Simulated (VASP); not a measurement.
All values below come from PBEsol GGA, VASP's PBE PAW potentials (set 64) (plane waves; VASP).

Gaps are without spin-orbit coupling.

```
Item                                                  Result
---------------------------------------------  -------------
volume per atom                                29.49 Å³/atom
band gap (over mesh and band path)                   0.42 eV
smallest direct gap (over mesh and band path)        0.42 eV
```

Problem. Which relaxed crystal gives these values?
A. InSe, P6_3/mmc (194)
B. SrO, Fm-3m (225)
C. CsPbCl3, R32 (155)
D. WSe2, P6_3/mmc (194)

Solution. A, InSe, P6_3/mmc (194)
